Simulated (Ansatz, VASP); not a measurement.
# PtSe2: VASP beside Ansatz, part 2 of 2

Aim: how closely do two programs agree when they are given the same cell, functional and k mesh? The structure shown is the end of the Ansatz relaxation below.

VASP 6.6.1 and Ansatz 0.2.0.

So far. Step 6 (VASP: single point, PBE with D3(BJ), pair 2): The run ends at a pressure of 4.01 GPa, with forces up to 0.0078 eV/Å.

### 7. Side by side

What differs besides the data sets and the points named for the pairs above, as far as they apply: the data sets hold 50 valence electrons in Ansatz (on its PAW soft_1 files) and 22 in VASP. Total energies have different zeros and are not compared.

The two programs side by side:

| quantity | Ansatz | VASP | difference |
| --- | --- | --- | --- |
| pressure (GPa) | 4.00 | 4.01 | -0.02 |

At this near-relaxed geometry the largest component of a force difference is 8 meV/Å.

### 8. Ansatz: relaxation, PBE with D3(BJ)

This run makes the geometry at which the two programs are then compared. The cell compared in this pair holds 58.80 Å³, against 58.55 Å³ for the pair before.

The structure compared here is the end of the Ansatz relaxation.

Contents of input.yaml:

```yaml
crystal:
  lattice:
    - [3.69422172, 0.0, 0.0]
    - [-1.84711086, 3.1992898567, 0.0]
    - [0.0, 0.0, 4.885712348]
  atoms:
    - { symbol: Pt, position: [0.0, 0.0, 0.0] }
    - { symbol: Se, position: [0.3333333, 0.6666667, 0.2654721] }
    - { symbol: Se, position: [0.6666667, 0.3333333, 0.7345279] }
kpoints:
  mp_grid: { grid: [9, 9, 6] }
scf:
  occupations: { method: fermi_dirac, width: 0.02 }
hamiltonian:
  xc: pbe
  pseudopotentials: { kind: paw, azcp: { folder: soft_1 } }
  dispersion: d3bj
basis:
  ecutwfc: 600
output:
  forces: true
  stress: true
relax:
  f_tol: 0.005
  max_steps: 70
  cell: { stress_tol: 0.02, p_target: 0, fix: [a, b, alpha, beta, gamma] }
```

On the command line:

```console
ansatz run input.yaml --threads 8 --pin off --max-ram 18432MiB --backend cpu --events-out ev --progress --plain --runs-dir out
```

Numbers of over 12 decimals in the logs are rounded to 6 here.

Log:

```text
[...]
Crystal: 3 atoms, lattice volume = 57.744 Å³
Basis set: ecut = 600 eV, 1945 PW (Γ), exchange–correlation on 60×60×80 points (8 copies of the dense FFT grid, shifted against one another)
Bands: 30, of which v1, the nominal top of the filled ones, is band 25 counted from 1 (24 counted from 0)
Symmetry: 12 space group operations
[...]
k-points: 62 of 486
[...]
0.000000      -0.000000      -0.003090
  P = ⅓ Tr σ = 2.6662 GPa (26.662 kbar)
--- Relaxed structure (4 steps of the walk, 4 accepted, 1 SCFs on fresh bases) ---
[...]
cell:  # Å, volume = 58.7973 Å³
    - [3.694222, 0, 0]
    - [-1.847111, 3.199290, 0]
    - [0, 0, 4.974862]
  atoms:
    - { symbol: Pt, position: [0, 0, 0.0] }
    - { symbol: Se, position: [0.333333, 0.666667, 0.266055] }
    - { symbol: Se, position: [0.666667, 0.333333, 0.733945] }
[key lines of the parts left out:]
SCF converged after 5 iterations
Free energy (F): -23465.420256 eV
Fermi energy:    13.579653 eV
```

### 9. VASP: single point, PBE with D3(BJ), pair 3

The same cell, functional, mesh and smearing now go to VASP, with its own data sets.

Contents of INCAR:

```
SYSTEM = PtSe2
PREC = Accurate
ENCUT = 500
EDIFF = 1E-06
NELM = 120
ISMEAR = -1
SIGMA = 0.02
LREAL = .FALSE.
ALGO = Normal
GGA = PE
IVDW = 12
NBANDS = 17
LASPH = .TRUE.
LORBIT = 11
LWAVE = .FALSE.
LCHARG = .FALSE.
ISIF = 2
GGA_COMPAT = .FALSE.
KPAR = 2
```

Contents of POSCAR:

```
PtSe2
1.0
    3.6942217200      0.0000000000      0.0000000000
   -1.8471108600      3.1992898567      0.0000000000
    0.0000000000      0.0000000000      4.9748616927
Pt Se
1 2
Direct
    0.0000000000      0.0000000000      0.0000000000
    0.3333333333      0.6666666667      0.2660553682
    0.6666666667      0.3333333333      0.7339446318
```

Contents of KPOINTS:

```
Automatic mesh
0
Gamma
9 9 6
0 0 0
```

Potentials, in the order of the species: Pt and Se (PBE family, release 64).

On the command line:

```console
mpirun -np 2 vasp_std
```

Log:

```text
[... set-up lines as in an earlier step ...]
 entering main loop
       N       E                     dE             d eps       ncg     rms          rms(c)
DAV:   1     0.107026223785E+03    0.10703E+03   -0.10029E+04  2172   0.111E+03
DAV:   2    -0.104202830929E+02   -0.11745E+03   -0.11413E+03  2702   0.217E+02
DAV:   3    -0.148611070034E+02   -0.44408E+01   -0.44129E+01  2508   0.430E+01
DAV:   4    -0.148923583924E+02   -0.31251E-01   -0.31239E-01  2745   0.393E+00
[...]
DAV:  11    -0.141515759286E+02   -0.93307E-06   -0.55720E-05  2546   0.500E-02    0.312E-02
DAV:  12    -0.141515789688E+02   -0.30402E-05   -0.76508E-06  2304   0.186E-02    0.731E-03
DAV:  13    -0.141515793121E+02   -0.34328E-06   -0.89978E-07  2033   0.633E-03
   1 F= -.15636144E+02 E0= -.15635778E+02  d E =-.733434E-03
```

From OUTCAR (step 9):

```text
 Edisp (eV)   -1.48456

  Total       1.47217     1.47217     0.00212     0.00000     0.00000     0.00000
  in kB      40.11539    40.11539     0.05767     0.00000     0.00000     0.00000
  external pressure =       26.76 kB  Pullay stress =        0.00 kB

 POSITION                                       TOTAL-FORCE (eV/Angst)
 -----------------------------------------------------------------------------------
      0.00000      0.00000      0.00000         0.000000      0.000000      0.000000
     -0.00000      2.13286      1.32359        -0.000000      0.000000      0.007538
      1.84711      1.06643      3.65127         0.000000     -0.000000     -0.007538
 -----------------------------------------------------------------------------------
    total drift:                                0.000000      0.000000     -0.000000

  FREE ENERGIE OF THE ION-ELECTRON SYSTEM (eV)
  ---------------------------------------------------
  free  energy   TOTEN  =       -15.6361442697 eV

  energy  without entropy=      -15.6354108354  energy(sigma->0) =      -15.63577755

[... 1 part as in an earlier step ...]

[... 2 further parts left out ...]
[key lines of the parts left out:]
E-fermi :   6.9073
```

The run ends at a pressure of 2.68 GPa, with forces up to 0.0075 eV/Å.

### 10. Comparison

What differs besides the data sets and the points named for the pairs above, as far as they apply: the data sets hold 50 valence electrons in Ansatz (on its PAW soft_1 files) and 22 in VASP. Total energies have different zeros and are not compared.

Both answers:

| quantity | Ansatz | VASP | difference |
| --- | --- | --- | --- |
| pressure (GPa) | 2.67 | 2.68 | -0.01 |

At this near-relaxed geometry the largest component of a force difference is 8 meV/Å.

### 11. Outcome

- difference in pressure (single point, PBE with D3(BJ), pair 1): -0.0053 GPa
- difference in pressure (single point, PBE with D3(BJ), pair 2): -0.016 GPa
- difference in pressure (single point, PBE with D3(BJ), pair 3): -0.010 GPa

The difference in pressure is -0.016 GPa (single point, PBE with D3(BJ), pair 2), within the 1 GPa picked in this series as the mark of a large difference. The data sets hold unlike numbers of valence electrons (50 in Ansatz and 22 in VASP), so part of the differences comes from the potentials. 3 further runs of this series are not shown here. How closely two codes agree says nothing of how well the functional describes the real material.

[Lines on the potential files, build, host, timing and source positions are cut from VASP's logs without a mark.]

[Logs are printed without paths, hosts, clocks, repeated set-up lines and the standing remarks that a program may print on its own settings, such as how far it seeks lower states.]

[Hosts, paths, dates, database ids (printed as entryN), source tags and the programs' standing remarks are cut or masked in the printed files.]
